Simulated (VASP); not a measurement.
# Pt2F (Fm-3m) in VASP: settings compared, part 2 of 2

VASP 6.6.1.

**3. Single point, HSE(alpha, omega)**

POSCAR reads:

```
Pt2F
1.0
    0.0000000000      2.8524300000      2.8524300000
    2.8524300000      0.0000000000      2.8524300000
    2.8524300000      2.8524300000      0.0000000000
Pt F
2 1
Direct
    0.2500000000      0.2500000000      0.2500000000
    0.7500000000      0.7500000000      0.7500000000
    0.0000000000      0.0000000000      0.0000000000
```

INCAR.step1 reads:

```
  PREC = Accurate
  ENCUT = 520
  EDIFF = 1E-5
  ISMEAR = -1
  SIGMA = 0.05
  LREAL = F
  LASPH = T
  NELM = 60
  ALGO = Normal
  ISIF = 2
  LWAVE = T
  LCHARG = F
  NBANDS = 20
  GGA = PE
```

INCAR.step2 reads:

```
  PREC = Accurate
  ENCUT = 520
  EDIFF = 1E-7
  ISMEAR = -1
  SIGMA = 0.05
  LREAL = F
  LASPH = T
  NELM = 60
  ALGO = Normal
  ISIF = 2
  LWAVE = F
  LCHARG = F
  GGA = PE
  LHFCALC = T
  HFSCREEN = 0.3
  AEXX = 0.25
  PRECFOCK = Fast
  NBANDS = 20
  ISTART = 1
```

KPOINTS reads:

```
regular mesh
0
Gamma
  4 4 4
```

Potentials or basis: VASP PAW PBE potentials, release 64 (Pt, F).

Run with:

```console
cat potpaw_PBE.64/Pt/POTCAR potpaw_PBE.64/F/POTCAR > POTCAR
cp INCAR.step1 INCAR
mpirun -np 1 vasp_std > vasp.out
cp INCAR.step2 INCAR
mpirun -np 1 vasp_std > vasp.out
```

Run time: 8 min. Hardware: 1 thread of Intel Xeon Platinum 8488C (Sapphire Rapids), shared host; peak memory 0.27 GiB.

It converged, with:

| Property | Result |
| --- | --- |
| Free energy | -14.0194 eV |
| Pressure | -2.7 GPa |
| Band gap on the k mesh | none (metal or under the smearing width) |

Levels at points of the mesh, in eV from the Fermi level:
| k point | band 9 | band 10 | band 11 | band 12 | band 13 | band 14 | band 15 | band 16 | band 17 | band 18 |
| --- | --- | --- | --- | --- | --- | --- | --- | --- | --- | --- |
| (0.00, 0.00, 0.00) | -1.58 | -1.58 | -0.57 | -0.57 | -0.57 | 1.56 | 1.56 | 8.87 | 8.87 | 8.87 |
| (0.50, 0.00, 0.00) | -2.02 | -1.96 | -1.92 | -1.92 | -0.53 | -0.53 | -0.32 | 2.03 | 11.67 | 11.67 |
| (0.50, 0.50, 0.00) | -1.81 | -1.62 | -1.44 | -1.44 | -0.43 | 1.44 | 2.78 | 4.67 | 7.48 | 7.48 |

Caveat: the k mesh is coarse (spacing up to 0.48 Å⁻¹), so the values aren't converged, least of all with exact exchange; the PAW data sets were made with another functional, which shifts forces and pressure a little; an odd number of electrons without spin polarisation forces a metal; a magnetic or distorted state may lie lower.

**4. Single point, HSE(alpha, omega)**

POSCAR is that of step 3.

INCAR.step1 is that of step 3.

Changes to INCAR.step2 since step 3:

```diff
@@ -14,3 +14,3 @@
   LHFCALC = T
-  HFSCREEN = 0.3
+  HFSCREEN = 0.4
   AEXX = 0.25
```

KPOINTS is that of step 3.

Run with:

```console
cat potpaw_PBE.64/Pt/POTCAR potpaw_PBE.64/F/POTCAR > POTCAR
cp INCAR.step1 INCAR
mpirun -np 1 vasp_std > vasp.out
cp INCAR.step2 INCAR
mpirun -np 1 vasp_std > vasp.out
```

Run time: 7.8 min. Hardware: 1 thread of Intel Xeon Platinum 8488C (Sapphire Rapids), shared host; peak memory 0.26 GiB.

Results (log left out):

```
Free energy            : -13.6114 eV
Pressure               : -2.4 GPa
Band gap on the k mesh : none (metal or under the smearing width)
```

Levels at points of the mesh, in eV from the Fermi level:
```
           k point  band 9  band 10  band 11  band 12  band 13  band 14  band 15  band 16  band 17  band 18
(0.00, 0.00, 0.00)   -1.47    -1.47    -0.46    -0.46    -0.46     1.47     1.47     8.74     8.74     8.74
(0.50, 0.00, 0.00)   -1.96    -1.85    -1.85    -1.84    -0.45    -0.45    -0.35     1.95    11.52    11.52
(0.50, 0.50, 0.00)   -1.69    -1.55    -1.34    -1.34    -0.32     1.36     2.71     4.52     7.35     7.35
```

Caveat: the k mesh is coarse (spacing up to 0.48 Å⁻¹), so the values aren't converged, least of all with exact exchange; the PAW data sets were made with another functional, which shifts forces and pressure a little; an odd number of electrons without spin polarisation forces a metal; a magnetic or distorted state may lie lower. Spin-orbit coupling is left out, which matters for the levels of Pt.

**5. Single point, HSE(alpha, omega)**

POSCAR is that of step 4.

INCAR.step1 is that of step 4.

Changes to INCAR.step2 since step 4:

```diff
@@ -14,3 +14,3 @@
   LHFCALC = T
-  HFSCREEN = 0.4
+  HFSCREEN = 0.6
   AEXX = 0.25
```

KPOINTS is that of step 4.

Run with:

```console
cat potpaw_PBE.64/Pt/POTCAR potpaw_PBE.64/F/POTCAR > POTCAR
cp INCAR.step1 INCAR
mpirun -np 1 vasp_std > vasp.out
cp INCAR.step2 INCAR
mpirun -np 1 vasp_std > vasp.out
```

Wall time 7.9 min (1 thread of Intel Xeon Platinum 8488C (Sapphire Rapids), shared host); peak memory 0.27 GiB.

Results (log left out):

| Property | Result |
| --- | --- |
| Free energy | -13.0068 eV |
| Pressure | -1.7 GPa |
| Band gap on the k mesh | none (metal or under the smearing width) |

Levels at points of the mesh, in eV from the Fermi level:
| k point | band 10 | band 11 | band 12 | band 13 | band 14 | band 15 | band 16 | band 17 |
| --- | --- | --- | --- | --- | --- | --- | --- | --- |
| (0.00, 0.00, 0.00) | -1.32 | -0.31 | -0.31 | -0.31 | 1.35 | 1.35 | 8.55 | 8.55 |
| (0.50, 0.00, 0.00) | -1.74 | -1.74 | -1.70 | -0.40 | -0.33 | -0.33 | 1.84 | 11.29 |
| (0.50, 0.50, 0.00) | -1.50 | -1.19 | -1.19 | -0.16 | 1.26 | 2.63 | 4.30 | 7.10 |

Caveat: the k mesh is coarse (spacing up to 0.48 Å⁻¹), so the values aren't converged, least of all with exact exchange; the PAW data sets were made with another functional, which shifts forces and pressure a little; an odd number of electrons without spin polarisation forces a metal; a magnetic or distorted state may lie lower. Spin-orbit coupling is left out, which matters for the levels of Pt.

**6. For comparison**

An earlier run on the cell as given: functional PBE; potentials or basis VASP PAW PBE potentials, release 64 (Pt, F); cutoff 520 eV; k mesh 8 × 8 × 8; occupations fermi-dirac, width 0.05 eV; no spin polarisation.

* Pressure: -0.3 GPa
* Band gap on the k mesh: none (metal or under the smearing width)

**7. The runs side by side**

```tsv
level	k mesh	screening parameter	grid for exact exchange (PRECFOCK)	mesh quality	gap on the mesh (eV)	pressure (GPa)
HSE(alpha, omega)	4 × 4 × 4	0.2	Fast	coarse	none	-3.0
HSE(alpha, omega)	4 × 4 × 4	0.3	Fast	coarse	none	-2.7
HSE(alpha, omega)	4 × 4 × 4	0.4	Fast	coarse	none	-2.4
HSE(alpha, omega)	4 × 4 × 4	0.6	Fast	coarse	none	-1.7
PBE	8 × 8 × 8	-	-	not flagged	none	-0.3
```

Alike in all rows: task single point; potentials or basis VASP PAW PBE potentials, release 64 (Pt, F); no spin polarisation; cell as given; cutoff (eV) 520; smearing fermi-dirac 0.05 eV.

Caveats: some runs use coarse meshes; an odd number of electrons without spin polarisation forces a metal; a magnetic or distorted state may lie lower; the PAW data sets were made with another functional, which shifts forces and pressure a little (some runs).

Absolute energies hang on the potentials; compare differences alone.
